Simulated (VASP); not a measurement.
An input for Ansatz (written as the equivalent of a VASP run, and not itself run):

Ansatz 0.2 input:
```yaml
crystal:
  lattice:
    - [0.0000000, 2.3150000, 2.3150000]
    - [2.3150000, 0.0000000, 2.3150000]
    - [2.3150000, 2.3150000, 0.0000000]
  atoms:
    - { symbol: Na, position: [0.0000000, 0.0000000, 0.0000000] }
    - { symbol: F, position: [0.5000000, 0.5000000, 0.5000000] }
kpoints:
  mp_grid: { grid: [9, 9, 9] }
hamiltonian:
  xc: pbe
  pseudopotentials: { kind: paw }
scf:
  occupations: { method: gaussian, width: 0.05 }
  max_iter: 100
output: { forces: true, stress: true, eigenvalues: true }
```

Question: Write the VASP files for the same calculation (PBE).

Answer: This is not unique; one that fits is 
File POSCAR:
```
NaF
1.0
  0.0000000000   2.3150000000   2.3150000000
  2.3150000000   0.0000000000   2.3150000000
  2.3150000000   2.3150000000   0.0000000000
Na F
1 1
Cart
  0.0000000000   0.0000000000   0.0000000000
  2.3150000000   2.3150000000   2.3150000000
```

File KPOINTS:
```
Automatic mesh
0
Gamma
9 9 9
0 0 0
```

**INCAR**
```
SYSTEM = NaF
PREC = Accurate
ENCUT = 520
EDIFF = 1E-6
NELM = 100
ALGO = Normal
LREAL = .FALSE.
LASPH = .TRUE.
ISMEAR = 0
SIGMA = 0.05
GGA = PE
LWAVE = .FALSE.
LCHARG = .FALSE.
ISIF = 2
NBANDS = 9
```

POTCAR, in this order: Na_pv F (PBE.64 set). Program: vasp_std.

What does not carry over: each code has its own PAW files, so the cut-off isn't converted (ENCUT is set for VASP's; basis.ecutwfc is left out, and Ansatz then takes the one that its files recommend); Ansatz stops its SCF on the density residual and VASP on the energy change (EDIFF); the number of bands isn't carried over, since the valence differs with the files.

The compound is NaF in the rock salt structure. The cell was not relaxed at this level. The run is one of a series of settings (NBANDS = 9 against the base run), some of them coarse on purpose.
